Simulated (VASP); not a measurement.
Input of a VASP 6.6.1 run:

Contents of INCAR:

```
  PREC = Accurate
  ENCUT = 520
  EDIFF = 1E-6
  ISMEAR = 0
  SIGMA = 0.1
  LREAL = F
  LASPH = T
  NELM = 100
  ALGO = Fast
  ISIF = 2
  LWAVE = F
  LCHARG = T
  GGA = PE
  LELF = T
  LVHAR = T
  NBANDS = 32
```

Contents of KPOINTS:

```
regular mesh
0
Gamma
  4 4 4
```

POSCAR

```
HfNbSe4
1.0
    4.5955620900      0.0000000000      0.0000000000
    0.0000000000      4.5955620900      0.0000000000
    0.0000000000      0.0000000000      6.6335812900
Hf Nb Se
1 1 4
Direct
    0.0000000000      0.0000000000      0.5000000000
    0.5000000000      0.5000000000      0.0000000000
    0.5000000000      0.0000000000      0.2657380100
    0.5000000000      0.0000000000      0.7342619900
    0.0000000000      0.5000000000      0.7342619900
    0.0000000000      0.5000000000      0.2657380100
```

Potentials or basis: VASP PAW PBE potentials, release 64 (Hf_pv, Nb_sv, Se).

Launch:

```console
$ cat potpaw_PBE.64/Hf_pv/POTCAR potpaw_PBE.64/Nb_sv/POTCAR potpaw_PBE.64/Se/POTCAR > POTCAR
$ mpirun -np 1 vasp_std > vasp.out
```

(1) Estimate the pressure.

(2) Estimate the largest force.

(3) What does it give for the band gap on the k mesh?

Results:

(1) -2.1 GPa.

(2) 1.368 eV/Å.

(3) none (metal or under the smearing width).

Caveat: forces of over 1 eV/Å show positions far from the minimum, so gaps and moduli don't describe the material at rest.
